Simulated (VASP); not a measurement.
Output of a VASP run:

OSZICAR:
```
       N       E                     dE             d eps       ncg     rms          rms(c)
DAV:   1     0.842150600454E+02    0.84215E+02   -0.67149E+03   440   0.112E+03
DAV:   2     0.502833750701E+01   -0.79187E+02   -0.75732E+02   470   0.238E+02
DAV:   3    -0.167505059725E+01   -0.67034E+01   -0.66652E+01   539   0.711E+01
DAV:   4    -0.186530929897E+01   -0.19026E+00   -0.19016E+00   526   0.126E+01
DAV:   5    -0.187002239414E+01   -0.47131E-02   -0.47130E-02   544   0.196E+00    0.137E+00
DAV:   6    -0.180356256683E+01    0.66460E-01   -0.97671E-02   500   0.224E+00    0.899E-01
DAV:   7    -0.179370299530E+01    0.98596E-02   -0.69275E-02   509   0.168E+00    0.516E-01
DAV:   8    -0.179528190831E+01   -0.15789E-02   -0.40755E-03   461   0.719E-01    0.123E-01
DAV:   9    -0.179523760653E+01    0.44302E-04   -0.12264E-04   506   0.136E-01    0.355E-02
DAV:  10    -0.179524443600E+01   -0.68295E-05   -0.33157E-05   506   0.753E-02    0.627E-03
DAV:  11    -0.179524427632E+01    0.15968E-06   -0.42206E-06   491   0.257E-02
   1 F= -.17952443E+01 E0= -.17952443E+01  d E =-.179524E+01
       N       E                     dE             d eps       ncg     rms          rms(c)
DAV:   1    -0.180127283703E+01   -0.60284E-02   -0.11999E-01   500   0.518E+00    0.435E-01
DAV:   2    -0.179717397712E+01    0.40989E-02   -0.54275E-03   500   0.919E-01    0.208E-01
DAV:   3    -0.179605479674E+01    0.11192E-02   -0.28914E-03   494   0.578E-01    0.907E-02
DAV:   4    -0.179603910477E+01    0.15692E-04   -0.41573E-05   496   0.702E-02    0.889E-02
DAV:   5    -0.179600051687E+01    0.38588E-04   -0.52565E-06   467   0.280E-02    0.158E-02
DAV:   6    -0.179599225695E+01    0.82599E-05   -0.11468E-05   503   0.435E-02    0.300E-02
DAV:   7    -0.179599422849E+01   -0.19715E-05   -0.54558E-07   244   0.750E-03    0.299E-02
DAV:   8    -0.179599470549E+01   -0.47700E-06   -0.15071E-07   238   0.343E-03
   2 F= -.17959947E+01 E0= -.17959947E+01  d E =-.750429E-03
       N       E                     dE             d eps       ncg     rms          rms(c)
DAV:   1    -0.179900262482E+01   -0.30084E-02   -0.63155E-02   497   0.377E+00    0.314E-01
DAV:   2    -0.179685278214E+01    0.21498E-02   -0.28430E-03   494   0.667E-01    0.150E-01
DAV:   3    -0.179626178286E+01    0.59100E-03   -0.15188E-03   494   0.420E-01    0.664E-02
DAV:   4    -0.179625395053E+01    0.78323E-05   -0.21740E-05   496   0.506E-02    0.654E-02
DAV:   5    -0.179623313755E+01    0.20813E-04   -0.25957E-06   461   0.193E-02    0.126E-02
DAV:   6    -0.179622800887E+01    0.51287E-05   -0.69000E-06   500   0.340E-02    0.241E-02
DAV:   7    -0.179622954185E+01   -0.15330E-05   -0.31429E-07   232   0.564E-03    0.216E-02
DAV:   8    -0.179623010945E+01   -0.56761E-06   -0.11022E-07   229   0.309E-03
   3 F= -.17962301E+01 E0= -.17962301E+01  d E =-.985833E-03
```

**OUTCAR**
```
------------------------ aborting loop because EDIFF is reached ----------------------------------------
  FORCE on cell =-STRESS in cart. coord.  units (eV):
  Direction    XX          YY          ZZ          XY          YZ          ZX
  --------------------------------------------------------------------------------------
  Total       -0.0160646     -0.0160646     -0.0160646      0.0000000      0.0000000      0.0000000
  in kB       -0.3856570     -0.3856570     -0.3856570      0.0000000      0.0000000      0.0000000
  external PRESSURE =      -0.3856570 kB  Pullay stress =       0.0000000 kB
  volume of cell :       66.74
      direct lattice vectors                 reciprocal lattice vectors
     0.000000000  3.219459485  3.219459485    -0.155305573  0.155305573  0.155305573
     3.219459485  0.000000000  3.219459485     0.155305573 -0.155305573  0.155305573
     3.219459485  3.219459485  0.000000000     0.155305573  0.155305573 -0.155305573
  FREE ENERGIE OF THE ION-ELECTRON SYSTEM (eV)
  ---------------------------------------------------
  free  energy   TOTEN  =        -1.7962301095 eV

  energy  without entropy=       -1.7962301095  energy(sigma->0) =       -1.79623011

 reached required accuracy - stopping structural energy minimisation
```
(Selected blocks of OUTCAR.)

POSCAR:
```
NaI
1
    0.0000000000     3.2350000000     3.2350000000
    3.2350000000     0.0000000000     3.2350000000
    3.2350000000     3.2350000000     0.0000000000
Na I
1 1
Direct
  0.0000000000   0.0000000000   0.0000000000
  0.5000000000   0.5000000000   0.5000000000
```

Reconstruct the remaining input files.

Several could match; the one computed here: the input of the run itself, rev-vdW-DF2, plane waves, VASP's PBE PAW potentials (set 64).

**KPOINTS**
```
Automatic mesh
0
Gamma
7 7 7
0 0 0
```

INCAR:
```
# general
SYSTEM  =NaI
PREC    =Accurate
ENCUT   =520
LREAL   =.FALSE.
LASPH   =.TRUE.

# electronic loop
EDIFF   =1E-6
NELM    =100
ALGO    =Normal
LMAXMIX =4

# smearing
ISMEAR  =0
SIGMA   =0.05

# functional
GGA     =MK
LUSE_VDW=.TRUE.
AGGAC   =0.0
PARAM1  =0.1234568
PARAM2  =0.7114
ZAB_VDW =-1.8867

# ions
IBRION  =2
NSW     =60
ISIF    =3
EDIFFG  =-0.01

# output
LWAVE   =.FALSE.
LCHARG  =.FALSE.
```

POTCAR, in this order: Na_pv I (PBE.64 set). Program: vasp_std.

The compound is NaI in the rock salt structure. This run relaxes it. Symmetry was kept, so distortions that lower it aren't found.
